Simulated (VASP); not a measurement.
A run of VASP 6.6.1:

File INCAR:

```
  PREC = Accurate
  ENCUT = 520
  EDIFF = 1E-6
  ISMEAR = 0
  SIGMA = 0.03
  LREAL = F
  LASPH = T
  NELM = 100
  ALGO = Fast
  ISIF = 2
  LWAVE = F
  LCHARG = F
  GGA = PS
  NBANDS = 28
```

KPOINTS

```
Automatic mesh
0
Gamma
  6 6 6
```

Contents of POSCAR:

```
Ca3P2
1.0
    5.3100000000      0.0000000000      0.0000000000
    0.0000000000      5.3100000000      0.0000000000
    0.0000000000      0.0000000000      5.3100000000
Ca P
3 2
Direct
    0.0000000000      0.4717514124      0.5000000000
    0.5000000000     -0.0282485876      0.5000000000
    0.5000000000      0.4717514124      0.0000000000
    0.0000000000      0.0000000000      0.0000000000
    0.5000000000      0.5000000000      0.5000000000
```

Potentials or basis: VASP PAW PBE potentials, release 64 (Ca_sv, P).

Command:

```sh
$ cat potpaw_PBE.64/Ca_sv/POTCAR potpaw_PBE.64/P/POTCAR > POTCAR
$ mpirun -np 1 vasp_std > vasp.out
```

Hardware: 1 thread of Intel(R) Xeon(R) 6975P-C (Granite Rapids), with other jobs on the host.

**Question.** How long does it take, and how much memory?

**Answer.** Wall time 110 s on 1 thread of Intel(R) Xeon(R) 6975P-C (Granite Rapids), on a shared host, peak memory 0.32 GiB. Counts: scf iterations 20, k points 40.
